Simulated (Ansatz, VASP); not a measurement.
One calculation of TaF3, two programs

The input INCAR:

```
  ALGO = Normal
  EDIFF = 1E-7
  ENCUT = 520
  GGA = PE
  ISIF = 2
  ISMEAR = -1
  LASPH = T
  LCHARG = T
  LELF = T
  LREAL = F
  LVHAR = T
  LWAVE = F
  NBANDS = 24
  NELM = 60
  PREC = Accurate
  SIGMA = 0.15
```

KPOINTS

```
k-points
0
Gamma
  6 6 6
```

Contents of POSCAR:

```
TaF3
1.0
    4.0271311864      0.0000000000      0.0000000000
    0.0000000000      4.0271311864      0.0000000000
    0.0000000000      0.0000000000      4.0271311864
Ta F
1 3
Direct
    0.0000000000      0.0000000000      0.0000000000
    0.5000000000      0.0000000000      0.0000000000
    0.0000000000      0.5000000000      0.0000000000
    0.0000000000      0.0000000000      0.5000000000
```

Input for Ansatz:

```yaml
crystal:
  lattice:
    - [4.027131186418379, 0.0, 0.0]
    - [0.0, 4.027131186418379, 0.0]
    - [0.0, 0.0, 4.027131186418379]
  atoms:
    - { symbol: Ta, position: [0.0, 0.0, 0.0] }
    - { symbol: F, position: [0.5, 0.0, 0.0] }
    - { symbol: F, position: [0.0, 0.5, 0.0] }
    - { symbol: F, position: [0.0, 0.0, 0.5] }
basis:
  ecutwfc: 470.0
kpoints:
  mp_grid:
    grid: [6, 6, 6]
hamiltonian:
  xc: pbe
scf:
  occupations:
    method: fermi_dirac
    width: 0.15
output:
  stress: true
```

Alike in both runs: task single point; functional PBE; k mesh 6 × 6 × 6; occupations fermi-dirac, width 0.15 eV; no spin polarisation.

|  | VASP | Ansatz |
| --- | --- | --- |
| version | VASP 6.6.1 | Ansatz 0.2.0 |
| potentials or method | VASP PAW PBE potentials, release 64 (Ta_pv, F) | plane waves, PAW |
| plane-wave cutoff (eV) | 520 | 470 |
| valence electrons in the cell | 32 | 34 |

|  | VASP | Ansatz | Ansatz less VASP |
| --- | --- | --- | --- |
| pressure (GPa) | 9.4 | 9.2 | -0.14 |

The two sets of potentials don't hold the same shells in valence.

The runs have no spin-orbit coupling, so splittings on Ta are missing.
